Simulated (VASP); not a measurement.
Crystal: Ni2HgP2.

```xyz
5
Lattice="0.0000 3.9479 0.0000 3.9479 0.0000 0.0000 1.9740 1.9740 -4.7450" Properties=species:S:1:pos:R:3 pbc="T T T"
P     1.9740    1.9740   -1.1768
P     3.9479    3.9479   -3.5682
Hg    0.0000    0.0000    0.0000
Ni    1.9740    3.9479   -2.3725
Ni    3.9479    1.9740   -2.3725
```

The cell was built by a generator and needn't be a form met in nature.

| Property | Result |
| --- | --- |
| Program | VASP 6.6.1 |
| Task | relaxation of cell and atoms |
| Functional | PBE |
| Potentials or basis | VASP PAW PBE potentials, release 64 (P, Hg, Ni) |
| Cutoff | 600 eV |
| k mesh | 5 × 5 × 5 |
| Occupations | fermi-dirac, width 0.1 eV |
| Spin | no spin polarisation |

At the start: pressure -0.6 GPa; volume 14.79 Å³/atom.

Question: How do energy, volume and symmetry change on relaxing?

Answer: Over 8 steps the energy falls by 25.1 meV/atom and the volume is 14.75 Å³/atom (-0.3 %); space group I4/mmm (No. 139, to 0.05 Å).

The path:
```csv
step,energy change (eV),largest force (eV/Å),pressure (GPa),volume (Å³)
1,0.0000,0.2282,-0.62,73.96
2,-0.0561,0.1299,0.35,73.33
3,-0.1063,0.0499,2.49,72.18
4,-0.1070,0.0417,2.92,71.91
5,-0.1208,0.1539,-0.61,74.05
6,-0.1236,0.1261,0.40,73.42
7,-0.1256,0.0193,0.05,73.68
8,-0.1256,0.0057,-0.06,73.74
```

Final structure:
```xyz
5
Lattice="0.0000 4.0792 0.0000 4.0792 0.0000 0.0000 2.0396 2.0396 -4.4317" Properties=species:S:1:pos:R:3 pbc="T T T"
P     2.0396    2.0396   -1.1450
P     4.0792    4.0792   -3.2867
Hg    0.0000    0.0000    0.0000
Ni    2.0396    4.0792   -2.2158
Ni    4.0792    2.0396   -2.2158
```
